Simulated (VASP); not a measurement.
Here is the system:

```
MgH2
1.0
    4.48517     0.00000     0.00000
    0.00000     4.48517     0.00000
    0.00000     0.00000     2.99600
Mg H
2 4
Cartesian
  0.00000   0.00000   0.00000
  2.24258   2.24258   1.49800
  1.36486   1.36486   0.00000
  3.60744   0.87773   1.49800
  0.87773   3.60744   1.49800
  3.12031   3.12031   0.00000
```

These are PBEsol GGA, VASP's PBE PAW potentials (set 64) (plane waves; VASP) values and carry that method's errors. Run with 520 eV cut-off, 6×6×8 Γ-centred mesh, tetrahedra with Blöchl corrections, potentials Mg H.

The cores are frozen, which limits the accuracy of field gradients.

### Question
Give the principal components of the electric field gradient (V/Å²) and the asymmetry η at each nucleus.

### Answer

```
atom  Vxx  Vyy   Vzz     η
----  ---  ---  ----  ----
Mg1   5.6  0.2  -5.8  0.94
Mg2   5.6  0.2  -5.8  0.94
H3    4.4  1.1  -5.5  0.60
H4    4.4  1.1  -5.5  0.60
H5    4.4  1.1  -5.5  0.60
H6    4.4  1.1  -5.5  0.60
```

The compound is MgH2 in the rutile structure. It was relaxed first.
